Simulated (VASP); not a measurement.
Input:

```yaml
crystal:
  lattice:
    - [-1.59642, 1.59642, 3.90341]
    - [1.59642, -1.59642, 3.90341]
    - [1.59642, 1.59642, -3.90341]
  atoms:
    - { symbol: Si, position: [0.66586, 0.66586, 0.00000] }
    - { symbol: Si, position: [0.33414, 0.33414, 0.00000] }
    - { symbol: W, position: [0.00000, 0.00000, 0.00000] }
```

All values below come from AM05 GGA, VASP's PBE PAW potentials (set 64) (plane waves; VASP). Numerical set-up: 520 eV cut-off, Gaussian smearing of 0.050 eV, potentials Si W_sv.

Q: Give the energies of bands 6 to 14 at the high-symmetry points, in eV from the Fermi level.

A: 
| band | Γ | X | P | N | M | S | R |
|---|---|---|---|---|---|---|---|
| 6 | -6.98 | -7.16 | -6.74 | -9.91 | -11.11 | -9.39 | -8.24 |
| 7 | -3.73 | -6.13 | -6.74 | -5.83 | -3.99 | -7.87 | -6.02 |
| 8 | -3.45 | -5.45 | -6.68 | -4.92 | -2.66 | -3.13 | -5.20 |
| 9 | -2.88 | -5.09 | -3.05 | -2.85 | -0.82 | -2.70 | -4.09 |
| 10 | -2.88 | -3.35 | -2.47 | -2.81 | -0.82 | -2.55 | -3.21 |
| 11 | 0.66 | -1.76 | -2.47 | -0.45 | -0.51 | -0.34 | -2.33 |
| 12 | 2.74 | 2.85 | 0.13 | 2.78 | -0.51 | 1.74 | 1.99 |
| 13 | 2.90 | 3.05 | 3.05 | 2.83 | 0.84 | 2.55 | 2.15 |
| 14 | 3.19 | 3.21 | 3.75 | 3.97 | 4.54 | 3.56 | 3.10 |

It has no gap at this level: it comes out as a metal or semimetal.

The compound is WSi2 in the MoSi2 type structure. It was relaxed first.
